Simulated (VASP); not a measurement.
Given:

```
BaS
1.0
    0.00000     3.22629     3.22629
    3.22629     0.00000     3.22629
    3.22629     3.22629     0.00000
Ba S
1 1
Direct
  0.00000   0.00000   0.00000
  0.50000   0.50000   0.50000
```

Calculation: r2SCAN meta-GGA, VASP's PBE PAW potentials (set 64) (plane waves; VASP). Run with 400 eV cut-off, 7×7×7 Γ-centred mesh, Gaussian smearing of 0.050 eV, potentials Ba_sv S.

Q: Estimate the energy per atom (σ→0).

A: 
```yaml
energy per atom (σ→0): -19.603 eV/atom
```

Total energies compare only between runs with the same potentials, cut-off and functional.

The compound is BaS in the rock salt structure. It was relaxed first. The start is the result of an earlier pass.
